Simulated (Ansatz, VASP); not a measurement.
# One calculation of Hf3F, two programs

The input INCAR:

```
SYSTEM = Hf3F
PREC = Accurate ; ENCUT = 520
EDIFF = 1E-6 ; ISMEAR = 0
SIGMA = 0.1 ; LREAL = .FALSE.
LASPH = .TRUE. ; NELM = 100
ALGO = Fast ; ISIF = 2
LWAVE = .FALSE. ; LCHARG = .FALSE.
LDIPOL = .TRUE. ; IDIPOL = 3
DIPOL = 0.5 0.5 0.334 ; GGA = CA
NBANDS = 26
```

File KPOINTS:

```
regular mesh
0
G
  9 9 1
  0 0 0
```

POSCAR

```
Hf3F
1.0
    3.0829071749      0.0000000000      0.0000000000
    0.0000000000      3.0829071749      0.0000000000
    0.0000000000      0.0000000000     21.0927836031
Hf F
3 1
Direct
    0.5000000000      0.5000000000      0.1896383178
    0.0000000000      0.0000000000      0.2867330108
    0.5000000000      0.5000000000      0.3836754672
    0.7500000000      0.7500000000      0.4756500513
```

Input for Ansatz:

```yaml
crystal:
  lattice:
    - [3.0829071749, 0.0, 0.0]
    - [0.0, 3.0829071749, 0.0]
    - [0.0, 0.0, 21.0927836031]
  atoms:
    - { symbol: Hf, position: [0.5, 0.5, 0.1896383178] }
    - { symbol: Hf, position: [0.0, 0.0, 0.2867330108] }
    - { symbol: Hf, position: [0.5, 0.5, 0.3836754672] }
    - { symbol: F, position: [0.75, 0.75, 0.4756500513] }
basis:
  ecutwfc: 420
kpoints:
  mp_grid: { grid: [9, 9, 1] }
hamiltonian:
  xc: lda
scf:
  occupations: { method: gaussian, width: 0.1 }
output:
  forces: true
  eigenvalues: true
efield:
  axis: 3
  dipole_correction: true
  ramp_width: 0.04
```

Alike in both runs: task single point; functional LDA; k mesh 9 × 9 × 1; occupations gaussian, width 0.1 eV; no spin polarisation.

|  | VASP | Ansatz |
| --- | --- | --- |
| version | VASP 6.6.1 | Ansatz 0.2.0 |
| potentials or method | VASP PAW LDA potentials, release 64 (Hf_pv, F) | scalar-relativistic, plane waves, PAW |
| plane-wave cutoff (eV) | 520 | 420 |
| valence electrons in the cell | 37 | 85 |

|  | VASP | Ansatz | Ansatz less VASP |
| --- | --- | --- | --- |
| gap on the k mesh at the Fermi level (eV) | none | none | - |
| rms of the force components (eV/Å) | 1.740 | 1.722 | -0.0186 |
| work function, face that differs most (eV) | 3.95 | 4.16 | +0.218 |

Atom by atom the forces differ by 0.019 eV/Å (rms over components). A gap of «none» marks a metal or a gap that the smearing closes. The two sets of potentials don't hold the same shells in valence.

Caveats: an odd number of electrons without spin polarisation forces a metal; a magnetic or distorted state may lie lower. Spin-orbit coupling is left out, which matters for the levels of Hf.
